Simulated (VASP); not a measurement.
LiCl (rock salt) relaxed at rising pressure, in one space group throughout; other phases were not tried. The pressures are those reached. Calculation: LDA (Ceperley-Alder, Perdew-Zunger), VASP's LDA PAW potentials (set 64) (plane waves; VASP).

```json
[
 {"P (GPa)": "0.00", "V (Å³/atom)": "15.267", "k-mesh": "9×9×9"},
 {"P (GPa)": "4.90", "V (Å³/atom)": "13.860", "k-mesh": "9×9×9"},
 {"P (GPa)": "10.00", "V (Å³/atom)": "12.897", "k-mesh": "10×10×10"},
 {"P (GPa)": "20.08", "V (Å³/atom)": "11.641", "k-mesh": "10×10×10"},
 {"P (GPa)": "30.06", "V (Å³/atom)": "10.804", "k-mesh": "10×10×10"}
]
```

A change of mesh leaves a small step in the series.

Question: Fit an equation of state and predict the volume at 44.95 GPa.

Answer: Least squares on the third-order Birch-Murnaghan form, P = (3B0/2)(y⁷ − y⁵)[1 + (3/4)(B′ − 4)(y² − 1)] with y = (V0/V)^(1/3), gives V0 = 15.264 Å³/atom, B0 = 41 GPa and B′ = 4.3, and so 9.929 Å³/atom. The run gave 9.922 Å³/atom, -0.1 % from the fit.

Pressures at which the relaxation failed are left out.

The compound is LiCl in the rock salt structure.
